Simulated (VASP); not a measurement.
PmS:

```xyz
2
Lattice="3.7551 0.0000 0.0000 -1.8776 3.2520 0.0000 0.0000 0.0000 3.6648" Properties=species:S:1:pos:R:3 pbc="T T T"
Pm    0.0000    0.0000    0.0000
S     1.8776    1.0840    1.8324
```

The cell comes from a database or a generator and needn't be the stable form of this composition.

Base run:

```yaml
Program: VASP 6.6.1
Functional: r2SCAN
Potentials_or_basis: VASP PAW PBE potentials, release 64 (Pm, S)
Cutoff: 520 eV
k_mesh: 6 × 6 × 5
Occupations: gaussian, width 0.05 eV
Spin: collinear spin, ferromagnetic start
Starting_moments: "[4.0, 0.0] μB"
Hubbard_terms: Pm f U = 7 eV
```

Its results: pressure 7.4 GPa; site moments Pm +4.26; S -0.06 μB.

The run is repeated on the same cell with these changes: further incar settings from ALGO = Normal; EDIFF = 1e-06; NBANDS = 22 to ALGO = Normal; EDIFF = 1e-07; NBANDS = 22; fixed moment from none to 1 μB. What comes out?

Pressure 5.6 GPa; site moments Pm +0.95; S -0.01 μB.

Caveats: the magnetic or orbital state may not be the lowest; the PAW data sets were made with another functional, which shifts forces and pressure a little; the moment is held away from its start (some runs); the total moment is fixed, so each spin has its own Fermi level (some runs).
